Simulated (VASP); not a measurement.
Input:

```yaml
crystal:
  lattice:
    - [0.00000, 3.37468, 3.21995]
    - [3.20906, 0.00000, 3.21995]
    - [3.20906, 3.37468, 0.00000]
  atoms:
    - { symbol: Rb, position: [0.00000, 0.00000, 0.00000] }
    - { symbol: Cl, position: [0.48674, 0.51326, 0.51326] }
```

All values below come from PBE GGA, VASP's PBE PAW potentials (set 64) (plane waves; VASP). Numerical set-up: PREC = Normal, 400 eV cut-off, 6×6×6 Γ-centred mesh, Gaussian smearing of 0.050 eV, potentials Rb_sv Cl.

Estimate the energy per atom (σ→0), pressure, band gap (on the k-mesh) with the smallest direct gap where there is one.

```
Property                                     Result
-----------------------------------  --------------
band gap (on the k-mesh)                    5.03 eV
smallest direct gap (on the k-mesh)         5.03 eV
energy per atom (σ→0)                -3.317 eV/atom
pressure                                   1.47 GPa
```

Only differences to runs with the same potentials and settings are physical.

The compound is RbCl in the rock salt structure. The cell was not relaxed at this level, atoms are displaced from their ideal sites. The run is one of a series of settings (PREC = Normal against the base run), some of them coarse on purpose.
